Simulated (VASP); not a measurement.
Set up this calculation in VASP 6.6.1, as the native input.

```
Task                   : relaxation of cell and atoms
Functional             : r2SCAN
Potentials or basis    : VASP PAW PBE potentials, release 64 (Mo_sv)
Cutoff                 : 520 eV
k mesh                 : 18 × 18 × 18
Occupations            : gaussian, width 0.1 eV
Spin                   : no spin polarisation
Further INCAR settings : ALGO = Normal; EDIFF = 1e-07; IBRION = 2; EDIFFG = -0.002; NSW = 80; ISIF = 3
```

The structure of Mo lies in POSCAR:

```
Mo
1.0
   -1.5734150000      1.5734150000      1.5734150000
    1.5734150000     -1.5734150000      1.5734150000
    1.5734150000      1.5734150000     -1.5734150000
Mo
1
Direct
    0.0000000000      0.0000000000      0.0000000000
```

These files were run (other wordings do the same):

INCAR

```
SYSTEM = Mo
PREC     = Accurate       ! precision mode
ENCUT    = 520            ! plane-wave cutoff, eV
EDIFF    = 1E-7           ! SCF threshold, eV
ISMEAR   = 0              ! smearing method
SIGMA    = 0.1            ! smearing width, eV
LREAL    = .False.        ! projectors in reciprocal space
LASPH    = .True.         ! aspherical terms in the spheres
NELM     = 100            ! most SCF steps
ALGO     = Normal         ! electronic algorithm
ISIF     = 3              ! what is computed and relaxed
LWAVE    = .False.        ! write WAVECAR
LCHARG   = .False.        ! write CHGCAR
METAGGA  = R2SCAN         ! meta-GGA
LMIXTAU  = .True.       
IBRION   = 2              ! ionic algorithm
NSW      = 80             ! ionic steps
EDIFFG   = -0.002         ! ionic threshold
```

KPOINTS

```
regular mesh
0
Gamma
  18 18 18
  0 0 0
```

Potentials or basis: VASP PAW PBE potentials, release 64 (Mo_sv).

The run is started by

```sh
$ cat potpaw_PBE.64/Mo_sv/POTCAR > POTCAR
$ mpirun -np 1 vasp_std > vasp.out
```

Results of the run:

The relaxed volume is 15.70 Å³/atom. The relaxed cell is a = 2.732 Å, b = 2.732 Å, c = 2.732 Å, α = 109.47°, β = 109.47°, γ = 109.47°, the space group after relaxing (to 0.05 Å) is Im-3m (No. 229) and the energy gained by relaxing is 0.8 meV/atom. The ionic steps are 3 and the pressure after relaxing is 0.0 GPa. The band gap on the k mesh is none (metal or under the smearing width).

Caveat: the PAW data sets were made with another functional, which shifts forces and pressure a little.

Wall time 3.6 min on 1 thread of Intel(R) Xeon(R) Platinum 8488C (Sapphire Rapids) (shared host), peak memory 0.16 GiB.
